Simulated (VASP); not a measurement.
Consider the following.

```
CELL_PARAMETERS angstrom
      1.91581    -5.35334     0.00000
      1.91581     5.35334     0.00000
      0.00000     0.00000    12.66942
ATOMIC_POSITIONS crystal
  Si 0.75719 0.24281 0.94509
  Si 0.24281 0.75719 0.05491
  Si 0.24281 0.75719 0.44509
  Si 0.75719 0.24281 0.55491
  Si 0.42888 0.57112 0.15724
  Si 0.57112 0.42888 0.84276
  Si 0.57112 0.42888 0.65724
  Si 0.42888 0.57112 0.34276
  Si 0.97123 0.02877 0.90938
  Si 0.02877 0.97123 0.09062
  Si 0.02877 0.97123 0.40938
  Si 0.97123 0.02877 0.59062
```

The numbers are results of r2SCAN meta-GGA, VASP's PBE PAW potentials (set 64) (plane waves; VASP), not measurements. Run with 400 eV cut-off, 7×7×2 Γ-centred mesh, tetrahedra with Blöchl corrections, potentials Si.

The path is coarsely sampled, so an indirect gap can come out somewhat too large.

Give the energies of bands 17 to 30 at the high-symmetry points, in eV from the valence-band maximum.

```
band      Γ      Y     C0      Z     A0      T      S      R
----  -----  -----  -----  -----  -----  -----  -----  -----
17    -1.94  -1.77  -3.08  -2.10  -2.92  -1.44  -3.16  -3.34
18    -1.85  -1.69  -2.83  -2.10  -2.92  -1.44  -3.09  -3.34
19    -1.73  -1.24  -2.82  -1.75  -2.59  -1.35  -2.63  -2.81
20    -1.62  -1.24  -2.27  -1.75  -2.59  -1.35  -2.56  -2.81
21    -1.36  -1.11  -2.17  -1.10  -2.10  -1.13  -2.27  -2.08
22    -1.02  -0.81  -1.79  -1.10  -2.10  -1.13  -2.12  -2.08
23    -0.57  -0.43  -1.60  -0.94  -1.46  -0.13  -2.08  -1.71
24    -0.47   0.00  -1.27  -0.94  -1.46  -0.13  -1.28  -1.71
25     0.84   0.78   1.06   1.28   1.05   0.73   1.44   1.65
26     1.51   0.93   1.27   1.28   1.05   0.73   1.59   1.65
27     1.55   1.82   1.84   1.71   2.17   1.99   1.72   2.15
28     1.62   2.06   2.04   1.71   2.17   1.99   1.95   2.15
29     2.09   2.18   2.10   2.36   3.12   2.27   2.31   2.39
30     2.41   2.42   2.86   2.36   3.12   2.27   2.48   2.39
```

The gap is indirect, 0.70 eV, from the valence maximum at Y to the conduction minimum at Γ-Y at 0.75.

The structure comes from a computed database's Si entry (Cmcm); how it stands against other phases isn't given here. It was relaxed first.
